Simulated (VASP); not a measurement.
VASP ran on this input.

### KPOINTS
```
Automatic
0
G
 4 4 7
```

### POSCAR
```
HgMg3Te4
1
    0.0061965813     6.4627871143     6.4480922806
    6.4627871143     0.0061965813     6.4480922806
    3.2344918477     3.2344918477    -0.0000000000
Mg Te Hg
3 4 1
Direct
  0.0008467449   0.0008467449   0.9983065103
  0.0018989250   0.4981898331   0.9999112419
  0.4981898331   0.0018989250   0.9999112419
  0.1247916014   0.1247916014   0.2504167972
  0.1202927471   0.6265450433   0.2531622096
  0.6265450433   0.1202927471   0.2531622096
  0.6276820733   0.6276820733   0.2446358533
  0.4997530319   0.4997530319   0.0004939362
```

**INCAR**
```
NEDOS=601
LCHARG=T
ISIF=2   # forces and stress, cell fixed
NELM=100
ALGO=Normal   # blocked Davidson
ISMEAR=-5   # tetrahedra, Bloechl
GGA=PS   # PBEsol
LASPH=T
LEFG=T
LMAXMIX=6
SYSTEM=HgMg3Te4
LORBIT=11   # lm-projected
PREC=Accurate
ENCUT=400
EDIFF=1E-7   # SCF stop (eV)
LREAL=F   # projection in real space or not
LWAVE=F
```

POTCAR, in this order: Mg Te Hg (PBE.64 set). Program: vasp_std.

Translate this PBEsol calculation to Quantum ESPRESSO's pw.x.

One equivalent input (not run):
```
&CONTROL
  calculation = 'scf'
  pseudo_dir = './pseudo'
  outdir = './out'
  tprnfor = .true.
  tstress = .true.
/
&SYSTEM
  ibrav = 0
  nat = 8
  ntyp = 3
  ecutwfc = 84
  occupations = 'tetrahedra'
  input_dft = 'pbesol'
/
&ELECTRONS
  conv_thr = 7.3e-09
  electron_maxstep = 100
/
ATOMIC_SPECIES
  Mg 24.305 Mg.upf
  Te 127.600 Te.upf
  Hg 200.592 Hg.upf
CELL_PARAMETERS angstrom
     0.0061966    6.4627871    6.4480923
     6.4627871    0.0061966    6.4480923
     3.2344918    3.2344918   -0.0000000
ATOMIC_POSITIONS crystal
  Mg   0.0008467  0.0008467  0.9983065
  Mg   0.0018989  0.4981898  0.9999112
  Mg   0.4981898  0.0018989  0.9999112
  Te   0.1247916  0.1247916  0.2504168
  Te   0.1202927  0.6265450  0.2531622
  Te   0.6265450  0.1202927  0.2531622
  Te   0.6276821  0.6276821  0.2446359
  Hg   0.4997530  0.4997530  0.0004939
K_POINTS automatic
  4 4 7 0 0 0
```
Limits of the translation: the potentials are each code's own (VASP's PAW set, PseudoDojo norm-conserving files in pw.x), so ENCUT and ecutwfc are chosen apart and not converted; conv_thr bounds pw.x's estimated SCF error, while EDIFF bounds the energy change between steps; the field gradients of LEFG aren't asked of the other code.

The structure was generated: HgMg3Te4 was put into an ordered model structure (Amm2), which need not be its known phase. It was relaxed first.
